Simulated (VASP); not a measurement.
A VASP calculation is set up with these files.

**KPOINTS**
```
Automatic mesh
0
Gamma
14 14 13
0 0 0
```

**INCAR**
```
# general
SYSTEM   =  CrC
PREC     =  Accurate
ENCUT    =  520   # plane-wave cut-off (eV)
LREAL    =  F
LASPH    =  T   # aspherical one-centre terms

# electronic loop
EDIFF    =  1E-6   # SCF stop (eV)
NELM     =  100   # most electronic steps
ALGO     =  Normal   # blocked Davidson
LMAXMIX  =  4

# smearing
ISMEAR   =  1
SIGMA    =  0.1   # width (eV)

# functional
GGA      =  PS   # PBEsol

# ions
IBRION   =  2   # conjugate gradients
NSW      =  60   # most ionic steps
ISIF     =  3   # ions, shape and volume
EDIFFG   =  -0.01   # ionic stop

# output
LWAVE    =  F
LCHARG   =  F
```

**POSCAR**
```
CrC
1
    2.6718844169     0.0000000000     0.0000000000
   -1.3359422085     2.3139196589     0.0000000000
   -0.0000000000     0.0000000000     2.6023156851
Cr C
1 1
Direct
  0.6666670000   0.3333330000   0.0000000000
  0.0000000000   0.0000000000   0.5000000000
```

POTCAR, in this order: Cr_pv C (PBE.64 set). Program: vasp_std.

Q: Write an equivalent input for Ansatz.

A: One equivalent input (not run):
Ansatz 0.2 input:
```yaml
crystal:
  lattice:
    - [2.6718844, 0.0000000, 0.0000000]
    - [-1.3359422, 2.3139197, 0.0000000]
    - [0.0000000, 0.0000000, 2.6023157]
  atoms:
    - { symbol: Cr, position: [0.6666670, 0.3333330, 0.0000000] }
    - { symbol: C, position: [0.0000000, 0.0000000, 0.5000000] }
kpoints:
  mp_grid: { grid: [14, 14, 13] }
hamiltonian:
  xc: pbesol
  pseudopotentials: { kind: paw }
scf:
  occupations: { method: methfessel_paxton, width: 0.1 }
  max_iter: 100
relax:
  max_steps: 60
  f_tol: 0.01
  cell: {}
output: { forces: true, stress: true, eigenvalues: true }
```
The two are equivalent in intent, not identical: each code has its own PAW files, so the cut-off isn't converted (ENCUT is set for VASP's; basis.ecutwfc is left out, and Ansatz then takes the one that its files recommend); Ansatz stops its SCF on the density residual and VASP on the energy change (EDIFF).

The structure comes from a computed database's CrC entry (P-6m2); how it stands against other phases isn't given here. This run relaxes it. Symmetry was kept, so distortions that lower it aren't found. The start is the result of an earlier pass.
